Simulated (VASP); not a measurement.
All values below come from PBE GGA, VASP's PBE PAW potentials (set 64) (plane waves; VASP).

The input files of a VASP run:

KPOINTS:
```
K-points
0
G
  14 14 8
```

### INCAR
```
SYSTEM = Ru
PREC = Accurate
ENCUT = 400
EDIFF = 1E-6
NELM = 100
ALGO = Normal
LREAL = .FALSE.
LASPH = .TRUE.
ISMEAR = 1
SIGMA = 0.1
GGA = PE
LMAXMIX = 4
LWAVE = .FALSE.
LCHARG = .FALSE.
ISIF = 2
ADDGRID = .TRUE.
```

**POSCAR**
```
Ru
1
    1.3550000000    -2.3469290000     0.0000000000
    1.3550000000     2.3469290000     0.0000000000
    0.0000000000     0.0000000000     4.2800000000
Ru
2
Direct
  0.3333330000   0.6666670000   0.2500000000
  0.6666670000   0.3333330000   0.7500000000
```

POTCAR, in this order: Ru_pv (PBE.64 set). Program: vasp_std.

The run wrote:

File OSZICAR:
```
       N       E                     dE             d eps       ncg     rms          rms(c)
DAV:   1     0.245322148606E+03    0.24532E+03   -0.15851E+04  4354   0.143E+03
DAV:   2    -0.141761224719E+02   -0.25950E+03   -0.25423E+03  4606   0.446E+02
DAV:   3    -0.197459871063E+02   -0.55699E+01   -0.54278E+01  4536   0.703E+01
DAV:   4    -0.198040890403E+02   -0.58102E-01   -0.58060E-01  5362   0.634E+00
DAV:   5    -0.198049747690E+02   -0.88573E-03   -0.88570E-03  4664   0.669E-01    0.176E+01
DAV:   6    -0.185508659623E+02    0.12541E+01   -0.33599E+00  4364   0.192E+01    0.465E+00
DAV:   7    -0.184653074235E+02    0.85559E-01   -0.26586E-01  4424   0.489E+00    0.111E+00
DAV:   8    -0.184569460318E+02    0.83614E-02   -0.69484E-03  4412   0.988E-01    0.188E-01
DAV:   9    -0.184569336475E+02    0.12384E-04   -0.50677E-04  5598   0.238E-01    0.480E-02
DAV:  10    -0.184569387479E+02   -0.51004E-05   -0.16560E-05  4658   0.419E-02    0.190E-02
DAV:  11    -0.184569451498E+02   -0.64019E-05   -0.10107E-06  2962   0.968E-03    0.226E-03
DAV:  12    -0.184569451159E+02    0.33920E-07   -0.64164E-08  2194   0.215E-03
   1 F= -.18456945E+02 E0= -.18456476E+02  d E =-.140776E-02
```

**OUTCAR**
```
------------------------ aborting loop because EDIFF is reached ----------------------------------------
  FORCE on cell =-STRESS in cart. coord.  units (eV):
  Direction    XX          YY          ZZ          XY          YZ          ZX
  --------------------------------------------------------------------------------------
  Total        0.5009290      0.5009290      0.3626903     -0.0000000     -0.0000000      0.0000000
  in kB       29.4831378     29.4831417     21.3468356     -0.0000000     -0.0000000      0.0000000
  external PRESSURE =      26.7710384 kB  Pullay stress =       0.0000000 kB
  volume of cell :       27.22
      direct lattice vectors                 reciprocal lattice vectors
     1.355000000 -2.346929000  0.000000000     0.369003690 -0.213044366  0.000000000
     1.355000000  2.346929000  0.000000000     0.369003690  0.213044366  0.000000000
     0.000000000  0.000000000  4.280000000     0.000000000  0.000000000  0.233644860
 POSITION                                       TOTAL-FORCE (eV/Angst)
 -----------------------------------------------------------------------------------
      1.35500      0.78231      1.07000        -0.000000     -0.000000      0.000000
      1.35500     -0.78231      3.21000         0.000000      0.000000      0.000000
 -----------------------------------------------------------------------------------
    total drift:                               -0.000000      0.000510     -0.000045
  FREE ENERGIE OF THE ION-ELECTRON SYSTEM (eV)
  ---------------------------------------------------
  free  energy   TOTEN  =       -18.4569451159 eV

  energy  without entropy=      -18.4555373588  energy(sigma->0) =      -18.45647586
```
(Selected blocks of OUTCAR.)

File OUTCAR:
```
 val. band max:       12.7765468681   @ k =   0.0000   0.0000   0.3750

 cond. band min:      12.8003432970   @ k =   0.2857   0.1429   0.0000


 Fermi energy:        12.7793522608

 k-point     1 :       0.0000    0.0000    0.0000
  band No.  band energies     occupation
      1     -30.8505      2.00000
      2     -29.9186      2.00000
      3     -29.9186      2.00000
      4     -29.7485      2.00000
      5     -29.7485      2.00000
      6     -29.7126      2.00000
      7       4.8185      2.00000
      8       6.6135      2.00000
      9      10.2118      2.00000
     10      10.2118      2.00000
     11      10.4012      2.00000
     12      10.8946      2.00000
     13      10.8946      2.00000
     14      11.3944      2.00000
     15      11.3944      2.00000
     16      13.9711     -0.00000
     17      13.9711     -0.00000
     18      14.1073     -0.00000

 k-point     2 :       0.0714    0.0000    0.0000
  band No.  band energies     occupation
      1     -30.8334      2.00000
      2     -29.9549      2.00000
      3     -29.9310      2.00000
      4     -29.7862      2.00000
      5     -29.7533      2.00000
      6     -29.7203      2.00000
      7       5.0069      2.00000
      8       6.7566      2.00000
      9       9.8767      2.00000
     10      10.3642      2.00000
     11      10.6877      2.00000
     12      10.8193      2.00000
     13      11.0349      2.00000
     14      11.2046      2.00000
     15      11.2791      2.00000
     16      12.6598      2.07063
     17      14.0431     -0.00000
     18      15.6800      0.00000

 k-point     3 :       0.1429    0.0000    0.0000
  band No.  band energies     occupation
      1     -30.7836      2.00000
      2     -30.0569      2.00000
      3     -29.9645      2.00000
      4     -29.8910      2.00000
      5     -29.7678      2.00000
      6     -29.7445      2.00000
      7       5.5369      2.00000
      8       7.1196      2.00000
      9       9.4330      2.00000
...
```

The compound is Ru in the hcp structure. The cell was not relaxed at this level. The run is one of a series of settings (ADDGRID = .TRUE. against the base run), some of them coarse on purpose.
